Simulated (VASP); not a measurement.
Here is a VASP 6.6.1 calculation.

INCAR

```
ALGO = Normal
EDIFF = 1E-6
EDIFFG = -0.01
ENCUT = 600
IBRION = 2
ISIF = 3
ISMEAR = 1
LASPH = True
LCHARG = False
LMIXTAU = True
LREAL = False
LWAVE = False
METAGGA = R2SCAN
NELM = 80
NSW = 90
PREC = Accurate
SIGMA = 0.1
```

File KPOINTS:

```
k-points
0
Gamma
  16 16 16
```

Contents of POSCAR:

```
Mo
1.0
   -1.5734150000      1.5734150000      1.5734150000
    1.5734150000     -1.5734150000      1.5734150000
    1.5734150000      1.5734150000     -1.5734150000
Mo
1
Direct
    0.0000000000      0.0000000000      0.0000000000
```

Potentials or basis: VASP PAW PBE potentials, release 64 (Mo_sv).

Run with:

```bash
$ cat potpaw_PBE.64/Mo_sv/POTCAR > POTCAR
$ mpirun -np 1 vasp_std > vasp.out
```

(1) What does it give for the relaxed volume?

(2) Estimate the band gap on the k mesh.

(3) Predict the relaxed cell.

## Answers

(1) 15.68 Å³/atom.

(2) none (metal or under the smearing width).

(3) a = 2.731 Å, b = 2.731 Å, c = 2.731 Å, α = 109.47°, β = 109.47°, γ = 109.47°.

Caveat: the PAW data sets were made with another functional, which shifts forces and pressure a little.
